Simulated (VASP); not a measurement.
Here is the system:

```xyz
3
Lattice="0.0000 2.7048 2.7048 2.7048 0.0000 2.7048 2.7048 2.7048 0.0000" Properties=species:S:1:pos:R:3 pbc="T T T"
Ca     0.0000     0.0000     0.0000
F      1.3524     1.3524     1.3524
F      4.0572     4.0572     4.0572
```

Method: PBE GGA, VASP's PBE PAW potentials (set 64) (plane waves; VASP 6.6.1). Run with 620 eV cut-off, 7×7×7 Γ-centred mesh, Gaussian smearing of 0.050 eV, potentials Ca_sv F.

Energy and stress use the plane-wave basis of the starting cell.

Task: The ions, cell shape and volume at an external pressure of 10.0 GPa are relaxed. Predict the relaxed structure.

Result: 
```xyz
3
Lattice="0.0000 2.6645 2.6645 2.6645 0.0000 2.6645 2.6645 2.6645 0.0000" Properties=species:S:1:pos:R:3 pbc="T T T"
Ca     0.0000     0.0000     0.0000
F      1.3323     1.3323     1.3323
F      3.9968     3.9968     3.9968
```
Space group Fm-3m (225), at a tolerance of 0.03 Å.

Task: How do energy and volume change from the first to the last step?

Result: The energy (σ→0) changes by +26.9 meV/atom and the volume by -4.4 %, in 3 ionic steps.

The compound is CaF2 in the fluorite structure. This run relaxes it under an external pressure of 10 GPa. Symmetry was kept, so distortions that lower it aren't found.
